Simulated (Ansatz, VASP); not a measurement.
**Cs2Tl3W: VASP beside Ansatz**

INCAR

```
PREC = Accurate ; ENCUT = 520
EDIFF = 1E-6 ; ISMEAR = 0
SIGMA = 0.1 ; LREAL = False
LASPH = True ; NELM = 60
ALGO = Fast ; ISIF = 2
LWAVE = False ; LCHARG = False
GGA = PE ; NBANDS = 44
```

The input KPOINTS:

```
regular mesh
0
Gamma
  3 3 4
```

Contents of POSCAR:

```
Cs2Tl3W
1.0
    7.1253402002      0.0000000000      0.0000000000
   -3.5626701001      6.1707256239      0.0000000000
    0.0000000000      0.0000000000      4.3387470633
Cs Tl W
2 3 1
Direct
    0.3333333333      0.6666666667      0.0000000000
    0.6666666667      0.3333333333      0.0000000000
    0.5000000000      0.0000000000      0.5000000000
    0.5000000000      0.5000000000      0.5000000000
    0.0000000000      0.5000000000      0.5000000000
    0.0000000000      0.0000000000      0.0000000000
```

Input for Ansatz:

```yaml
crystal:
  lattice:
    - [7.1253402002, 0.0, 0.0]
    - [-3.5626701001, 6.1707256239, 0.0]
    - [0.0, 0.0, 4.3387470633]
  atoms:
    - { symbol: Cs, position: [0.3333333333, 0.6666666667, 0.0] }
    - { symbol: Cs, position: [0.6666666667, 0.3333333333, 0.0] }
    - { symbol: Tl, position: [0.5, 0.0, 0.5] }
    - { symbol: Tl, position: [0.5, 0.5, 0.5] }
    - { symbol: Tl, position: [0.0, 0.5, 0.5] }
    - { symbol: W, position: [0.0, 0.0, 0.0] }
basis:
  ecutwfc: 420
kpoints:
  mp_grid: { grid: [3, 3, 4] }
hamiltonian:
  xc: pbe
scf:
  occupations: { method: gaussian, width: 0.1 }
  lower_state_search: "off"
output:
  forces: true
  stress: true
  eigenvalues: true
```

Alike in both runs: task single point; functional PBE; k mesh 3 × 3 × 4; occupations gaussian, width 0.1 eV; no spin polarisation.

|  | VASP | Ansatz |
| --- | --- | --- |
| version | VASP 6.6.1 | Ansatz 0.2.0 |
| potentials or method | VASP PAW PBE potentials, release 64 (Cs_sv, Tl_d, W_sv) | scalar-relativistic, plane waves, PAW |
| plane-wave cutoff (eV) | 520 | 420 |
| valence electrons in the cell | 71 | 71 |

```csv
,VASP,Ansatz,Ansatz less VASP
gap on the k mesh at the Fermi level (eV),none,none,-
pressure (GPa),13.4,13.2,-0.23
largest component of the traceless stress (GPa),11.52,11.44,-0.088
```

A gap of «none» marks a metal or a gap that the smearing closes. The functional is the same, so the differences come from potentials, cutoffs and numerics.

Caveats: the k mesh is coarse (spacing up to 0.36 Å⁻¹), so the values aren't converged. Spin-orbit coupling is left out, which matters for the levels of Cs, Tl, W.
